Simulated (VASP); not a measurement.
The input files of a VASP run:

**POSCAR**
```
CaSe
7.5113880
  0.6105866186   0.0000000000   0.0000000000
 -0.3052933759   0.5287834951   0.0000000000
  0.0000000000   0.0000000000   1.0000000000
Ca Se
2 2
Cartesian
  0.3076980817   0.1828157890   0.0001840000
  0.0089893170   0.3533801932   0.4982630000
  0.3008256252   0.1731882279   0.6232350000
 -0.0069271490   0.3481827802   0.1287180000
```

### INCAR
```
ALGO = Normal
EDIFF = 1E-6
ENCUT = 300
GGA = PE
ISIF = 2
ISMEAR = -1
LASPH = .TRUE.
LCHARG = .FALSE.
LMAXMIX = 4
LREAL = .FALSE.
LWAVE = .FALSE.
NELM = 100
PREC = Accurate
SIGMA = 0.1
SYSTEM = CaSe
```

File KPOINTS:
```
Automatic mesh
0
Gamma
6 6 3
0 0 0
```

POTCAR, in this order: Ca_sv Se (PBE.64 set). Program: vasp_std.

Question: Translate this PBE calculation to Quantum ESPRESSO's pw.x.

Answer: One equivalent input (not run):
```
&CONTROL
  calculation = 'scf'
  pseudo_dir = './pseudo'
  outdir = './out'
  tprnfor = .true.
  tstress = .true.
/
&SYSTEM
  ibrav = 0
  nat = 4
  ntyp = 2
  ecutwfc = 86
  occupations = 'smearing'
  smearing = 'fermi-dirac'
  degauss = 0.00735
  input_dft = 'pbe'
/
&ELECTRONS
  conv_thr = 7.3e-08
  electron_maxstep = 100
/
ATOMIC_SPECIES
  Ca 40.078 Ca.upf
  Se 78.971 Se.upf
CELL_PARAMETERS angstrom
     4.5863530    0.0000000    0.0000000
    -2.2931770    3.9718980    0.0000000
     0.0000000    0.0000000    7.5113880
ATOMIC_POSITIONS crystal
  Ca   0.6768030  0.3457290  0.0001840
  Ca   0.3488670  0.6682890  0.4982630
  Se   0.6564440  0.3275220  0.6232350
  Se   0.3178850  0.6584600  0.1287180
K_POINTS automatic
  6 6 3 0 0 0
```
Limits of the translation: the potentials are each code's own (VASP's PAW set, PseudoDojo norm-conserving files in pw.x), so ENCUT and ecutwfc are chosen apart and not converted; conv_thr bounds pw.x's estimated SCF error, while EDIFF bounds the energy change between steps.

The structure was generated: CaSe was put into an ordered model structure, which need not be its known phase. The cell was not relaxed at this level, atoms are displaced from their ideal sites.
